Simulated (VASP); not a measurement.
These are PBEsol GGA, VASP's PBE PAW potentials (set 64) (plane waves; VASP) values and carry that method's errors.

A VASP calculation is set up with these files.

### KPOINTS
```
K-points
0
G
  7 7 7
```

POSCAR:
```
KCl
1.0
  0.0000000000   3.1256001659   3.1256001659
  3.1256001659   0.0000000000   3.1256001659
  3.1256001659   3.1256001659   0.0000000000
K Cl
1 1
Cart
  0.0000000000   0.0000000000   0.0000000000
  3.1256001659   3.1256001659   3.1256001659
```

INCAR:
```
ALGO = Normal
EDIFF = 1E-7
ENCUT = 530
GGA = PS
IBRION = 6
ISIF = 3
ISMEAR = 0
LASPH = .TRUE.
LCHARG = .FALSE.
LREAL = .FALSE.
LWAVE = .FALSE.
NELM = 100
NFREE = 2
NSW = 1
POTIM = 0.015
PREC = Accurate
SIGMA = 0.05
SYSTEM = KCl
```

POTCAR, in this order: K_sv Cl (PBE.64 set). Program: vasp_std.

Output of the run:

### OUTCAR
```


 TOTAL ELASTIC MODULI (kBar)
 Direction    XX          YY          ZZ          XY          YZ          ZX
 --------------------------------------------------------------------------------
 XX         436.5554     61.6036     61.6036     -0.0000     -0.0000      0.0000
 YY          61.6036    436.5554     61.6036     -0.0000     -0.0000      0.0000
 ZZ          61.6036     61.6036    436.5554      0.0000     -0.0000     -0.0000
 XY          -0.0000     -0.0000      0.0000     65.6273      0.0000      0.0000
 YZ          -0.0000     -0.0000     -0.0000      0.0000     65.6273      0.0000
 ZX           0.0000      0.0000     -0.0000      0.0000      0.0000     65.6273
 --------------------------------------------------------------------------------
```
(Selected blocks of OUTCAR.)

The compound is KCl in the rock salt structure. It was relaxed first.
